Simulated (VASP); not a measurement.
These are PBEsol GGA, VASP's PBE PAW potentials (set 64) (plane waves; VASP) values and carry that method's errors.

VASP ran on this input.

**INCAR**
```
SYSTEM  =  FeAl
PREC  =  Accurate; ENCUT  =  400; LREAL  =  .FALSE.
LASPH  =  .TRUE.
EDIFF  =  1E-7; NELM  =  100; ALGO  =  Normal
LMAXMIX  =  4
ISMEAR  =  -5
GGA  =  PS
MAGMOM  =  2*1.9 2*-0.1
ISPIN  =  2
ISIF  =  2
LWAVE  =  .FALSE.; LCHARG  =  .TRUE.; LORBIT  =  11
NEDOS  =  601
LEFG  =  .TRUE.
```

### POSCAR
```
FeAl
1
    4.1418810690     0.0000000000     0.0000000000
   -2.0709405345     3.5869739440     0.0000000000
    0.0000000000     0.0000000000     4.6517493553
Fe Al
2 2
Direct
  0.3333330000   0.6666670000   0.9375014112
  0.6666670000   0.3333330000   0.4375014112
  0.3333330000   0.6666670000   0.4374985888
  0.6666670000   0.3333330000   0.9374985888
```

### KPOINTS
```
Regular mesh
0
gamma
10 10 8
0 0 0
```

POTCAR, in this order: Fe Al (PBE.64 set). Program: vasp_std.

Output of the run:

**OSZICAR**
```
       N       E                     dE             d eps       ncg     rms          rms(c)
DAV:   1     0.956879239494E+02    0.95688E+02   -0.74355E+03  4760   0.100E+03
DAV:   2    -0.208003454650E+02   -0.11649E+03   -0.11049E+03  4760   0.246E+02
DAV:   3    -0.256458643177E+02   -0.48455E+01   -0.46746E+01  6130   0.589E+01
DAV:   4    -0.257802143207E+02   -0.13435E+00   -0.13363E+00  5914   0.955E+00
DAV:   5    -0.257848396721E+02   -0.46254E-02   -0.46119E-02  6423   0.166E+00    0.164E+01
DAV:   6    -0.309758639653E+02   -0.51910E+01   -0.73234E+01  6362   0.130E+02    0.291E+01
DAV:   7    -0.230263115733E+02    0.79496E+01   -0.39742E+01  6033   0.878E+01    0.431E+00
DAV:   8    -0.231155951010E+02   -0.89284E-01   -0.80029E-01  5474   0.659E+00    0.267E+00
DAV:   9    -0.230899741160E+02    0.25621E-01   -0.13033E-01  6589   0.466E+00    0.128E+00
DAV:  10    -0.230850515715E+02    0.49225E-02   -0.35398E-02  6661   0.231E+00    0.323E-01
DAV:  11    -0.230852329514E+02   -0.18138E-03   -0.27554E-03  5909   0.715E-01    0.112E-01
DAV:  12    -0.230850964726E+02    0.13648E-03   -0.17104E-04  6435   0.135E-01    0.983E-02
DAV:  13    -0.230849874870E+02    0.10899E-03   -0.44578E-05  7325   0.924E-02    0.359E-02
DAV:  14    -0.230850071200E+02   -0.19633E-04   -0.98386E-06  6510   0.383E-02    0.145E-02
DAV:  15    -0.230850249730E+02   -0.17853E-04   -0.17285E-06  6758   0.127E-02    0.696E-03
DAV:  16    -0.230850313639E+02   -0.63909E-05   -0.12975E-07  3024   0.536E-03    0.417E-03
DAV:  17    -0.230850354975E+02   -0.41336E-05   -0.18275E-07  3586   0.496E-03    0.128E-03
DAV:  18    -0.230850354320E+02    0.65497E-07   -0.52772E-08  2681   0.271E-03
   1 F= -.23085035E+02 E0= -.23085035E+02  d E =0.000000E+00  mag=     3.4543
```

### OUTCAR
```
------------------------ aborting loop because EDIFF is reached ----------------------------------------
  FORCE on cell =-STRESS in cart. coord.  units (eV):
  Direction    XX          YY          ZZ          XY          YZ          ZX
  --------------------------------------------------------------------------------------
  Total       -0.0414355     -0.0414354     -0.0724125      0.0000000     -0.0000000     -0.0000000
  in kB       -0.9605954     -0.9605953     -1.6787352      0.0000000     -0.0000000     -0.0000000
  external PRESSURE =      -1.1999753 kB  Pullay stress =       0.0000000 kB
  volume of cell :       69.11
      direct lattice vectors                 reciprocal lattice vectors
     4.141881069  0.000000000  0.000000000     0.241436194  0.139393262  0.000000000
    -2.070940535  3.586973944  0.000000000     0.000000000  0.278786525  0.000000000
     0.000000000  0.000000000  4.651749355     0.000000000  0.000000000  0.214972889
 POSITION                                       TOTAL-FORCE (eV/Angst)
 -----------------------------------------------------------------------------------
     -0.00000      2.39132      4.36102         0.000000     -0.000000     -0.000000
      2.07094      1.19566      2.03515        -0.000000      0.000000      0.000000
     -0.00000      2.39132      2.03513        -0.000000      0.000000      0.000000
      2.07094      1.19566      4.36101         0.000000      0.000000      0.000000
 -----------------------------------------------------------------------------------
    total drift:                               -0.000205      0.000119     -0.002143
  FREE ENERGIE OF THE ION-ELECTRON SYSTEM (eV)
  ---------------------------------------------------
  free  energy   TOTEN  =       -23.0850354320 eV

  energy  without entropy=      -23.0850354320  energy(sigma->0) =      -23.08503543

 total charge

# of ion       s       p       d       tot
------------------------------------------
    1        0.452   0.363   6.424   7.239
    2        0.452   0.363   6.424   7.239
    3        0.469   0.401   0.000   0.870
    4        0.469   0.401   0.000   0.870
--------------------------------------------------
tot          1.843   1.527  12.849  16.218

 magnetization (x)

# of ion       s       p       d       tot
------------------------------------------
    1        0.034  -0.023   1.905   1.916
    2        0.034  -0.023   1.905   1.916
    3       -0.020  -0.056   0.000  -0.076
    4       -0.020  -0.056   0.000  -0.076
--------------------------------------------------
tot          0.027  -0.158   3.810   3.679

 Electric field gradients after diagonalization (V/A^2)
 (convention: |V_zz| > |V_xx| > |V_yy|)
----------------------------------------------------------------------
 ion       V_xx      V_yy      V_zz     asymmetry (V_yy - V_xx)/ V_zz
----------------------------------------------------------------------
   1      37.081    37.078   -74.159       0.000
   2      37.081    37.079   -74.160       0.000
   3       8.190     8.190   -16.380       0.000
   4       8.190     8.190   -16.380       0.000
```
(Selected blocks of OUTCAR.)

For a metal the tetrahedron method with Blöchl corrections gives inexact stress and forces.

The structure was generated: FeAl was put into the wurtzite type (P6_3mc), which need not be its known phase. It was relaxed first, which changed the volume by -31 %. The relaxed cell has space group P6_3/mmc.
